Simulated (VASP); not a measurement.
Calculation: HSEsol screened hybrid, VASP's PBE PAW potentials (set 64) (plane waves; VASP).

VASP ran on this input.

**POSCAR**
```
KCl
4.3731240
  0.0000000000   0.7071067958   0.7071067958
  0.7071067958   0.0000000000   0.7071067958
  0.7071067958   0.7071067958   0.0000000000
K Cl
1 1
Cartesian
  0.0000000000   0.0000000000   0.0000000000
  0.7071067958   0.7071067958   0.7071067958
```

### KPOINTS
```
Automatic mesh
0
Gamma
6 6 6
0 0 0
```

**INCAR**
```
! general
SYSTEM   = KCl
PREC     = Accurate
ENCUT    = 520
LREAL    = F
LASPH    = T
ISYM     = 3

! electronic loop
EDIFF    = 1E-6
NELM     = 60
ALGO     = Normal

! smearing
ISMEAR   = 0
SIGMA    = 0.05

! functional
GGA      = PS
LHFCALC  = T
AEXX     = 0.25
HFSCREEN = 0.2
PRECFOCK = Fast

! ions
ISIF     = 2

! output
LWAVE    = F
LCHARG   = F
```

POTCAR, in this order: K_sv Cl (PBE.64 set). Program: vasp_std. Read from the step before: WAVECAR.

The resulting files:

File OSZICAR:
```
       N       E                     dE             d eps       ncg     rms          rms(c)
DAV:   1    -0.805314822959E+01   -0.80531E+01   -0.15272E-01   388   0.452E+00    0.106E+00
DAV:   2    -0.805382216016E+01   -0.67393E-03   -0.79861E-03   596   0.862E-01    0.608E-01
DAV:   3    -0.805356268363E+01    0.25948E-03   -0.70655E-04   484   0.268E-01    0.320E-01
DAV:   4    -0.805353462511E+01    0.28059E-04   -0.22261E-04   668   0.131E-01    0.167E-01
DAV:   5    -0.805353677744E+01   -0.21523E-05   -0.30592E-05   716   0.502E-02    0.913E-02
DAV:   6    -0.805353873151E+01   -0.19541E-05   -0.46316E-06   568   0.202E-02    0.524E-02
DAV:   7    -0.805353972059E+01   -0.98908E-06   -0.94578E-07   384   0.954E-03
   1 F= -.80535397E+01 E0= -.80535397E+01  d E =-.304603E-14
```

OUTCAR:
```
------------------------ aborting loop because EDIFF is reached ----------------------------------------
  FORCE on cell =-STRESS in cart. coord.  units (eV):
  Direction    XX          YY          ZZ          XY          YZ          ZX
  --------------------------------------------------------------------------------------
  Total        0.2322449      0.2322449      0.2322449     -0.0000000      0.0000000     -0.0000000
  in kB        6.2921108      6.2921108      6.2921108     -0.0000000      0.0000000     -0.0000000
  external PRESSURE =       6.2921108 kB  Pullay stress =       0.0000000 kB
  volume of cell :       59.14
      direct lattice vectors                 reciprocal lattice vectors
     0.000000000  3.092265699  3.092265699    -0.161693738  0.161693738  0.161693738
     3.092265699  0.000000000  3.092265699     0.161693738 -0.161693738  0.161693738
     3.092265699  3.092265699  0.000000000     0.161693738  0.161693738 -0.161693738
  FREE ENERGIE OF THE ION-ELECTRON SYSTEM (eV)
  ---------------------------------------------------
  free  energy   TOTEN  =        -8.0535397206 eV

  energy  without entropy=       -8.0535397206  energy(sigma->0) =       -8.05353972

  exchange ACFDT corr.  =         0.00000000  see jH, gK, PRB 81, 115126
```
(Selected blocks of OUTCAR.)

The compound is KCl in the rock salt structure. This cell is one point of a volume scan, at 0.91 of the reference volume. The cell's shape comes from a PBE relaxation.
